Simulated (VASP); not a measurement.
GaBiSe3:

```
Ga Bi Se
1.0
     6.19391    0.00000    0.00000
    -3.09695    5.36408    0.00000
     0.00000    0.00000    4.38351
Ga Bi Se
1 1 3
Cartesian
  0.0000 0.0000 0.0000
  3.0970 1.7880 0.0000
  -1.1902 4.2632 2.1918
  0.0000 2.2017 2.1918
  1.1902 4.2632 2.1918
```

The cell was built by a generator and needn't be a form met in nature.

* Program: VASP 6.6.1
* Task: relaxation of cell and atoms
* Functional: PBE
* Potentials or basis: VASP PAW PBE potentials, release 64 (Ga_d, Bi_d, Se)
* Cutoff: 520 eV
* k mesh: 3 × 3 × 3
* Occupations: gaussian, width 0.15 eV
* Spin: no spin polarisation

At the start: pressure 0.3 GPa; volume 29.13 Å³/atom.

Problem. Where does the relaxation end?

Solution. Over 13 steps the energy falls by 233.8 meV/atom and the volume is 24.59 Å³/atom (-15.6 %); space group P-6m2 (No. 187, to 0.05 Å).

Step by step:
```csv
step,energy change (eV),largest force (eV/Å),pressure (GPa),volume (Å³)
1,0.0000,2.0716,0.29,145.64
2,-0.3897,0.5529,-4.04,146.66
3,-0.4424,0.4531,-4.98,146.95
4,-0.5053,0.2431,-6.30,147.47
5,-0.8717,0.1474,-5.17,138.43
6,-1.0878,0.2148,-2.60,129.23
7,-1.0979,0.3675,-1.40,126.34
8,-1.0987,0.3282,-1.75,127.00
9,-1.1383,0.2408,-1.35,125.72
10,-1.1640,0.1100,-0.12,122.76
11,-1.1675,0.0158,-0.41,123.61
12,-1.1676,0.0046,-0.34,123.52
13,-1.1692,0.0127,-0.10,122.97
```

Final structure:
```xyz
5
Lattice="6.0679 0.0000 0.0000 -3.0339 5.2549 0.0000 0.0000 0.0000 3.8567" Properties=species:S:1:pos:R:3 pbc="T T T"
Ga    0.0000    0.0000    0.0000
Bi    3.0339    1.7516    0.0000
Se   -1.3969    4.3098    1.9283
Se    0.0000    1.8902    1.9283
Se    1.3969    4.3098    1.9283
```

Caveat: the k mesh is coarse (spacing up to 0.48 Å⁻¹), so the values aren't converged; the volume moved by over 15 % at a fixed basis, so the end points are rough.
